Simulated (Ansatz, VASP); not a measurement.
**Two plane-wave programs on Hf4Al3Cl**

```xyz
8
Lattice="4.4296 0.0000 0.0000 -2.2148 3.8362 0.0000 0.0000 0.0000 8.9038" Properties=species:S:1:pos:R:3 pbc="T T T"
Hf    2.2148    1.2787    1.8444
Hf    2.2148    1.2787    7.0594
Hf    2.2148    1.2787    0.0000
Hf    0.0000    0.0000    4.4519
Al    0.0000    2.5574    0.0000
Al    2.2148    1.2787    3.6957
Al    2.2148    1.2787    5.2082
Cl    0.0000    2.5574    4.4519
```

Alike in both runs: task single point; functional PBE; k mesh 6 × 6 × 2; occupations gaussian, width 0.1 eV; no spin polarisation.

```csv
,VASP,Ansatz
version,VASP 6.6.1,Ansatz 0.2.0
potentials or method,"VASP PAW PBE potentials, release 64 (Hf_pv, Al, Cl)","scalar-relativistic, plane waves, PAW"
plane-wave cutoff (eV),520,420
valence electrons in the cell,56,120
```

Ansatz gave:

| Quantity | Value |
| --- | --- |
| gap on the k mesh at the Fermi level (eV) | none |
| rms of the force components (eV/Å) | 4.914 |

Task: What did VASP give for the same quantities?

Result: gap on the k mesh at the Fermi level (eV): none; rms of the force components (eV/Å): 4.818.

Atom by atom the forces differ by 0.300 eV/Å (rms over components). A gap of «none» marks a metal or a gap that the smearing closes. The two sets of potentials don't hold the same shells in valence.

Caveats: forces of over 1 eV/Å show positions far from the minimum, so gaps and moduli don't describe the material at rest. Spin-orbit coupling is left out, which matters for the levels of Hf.
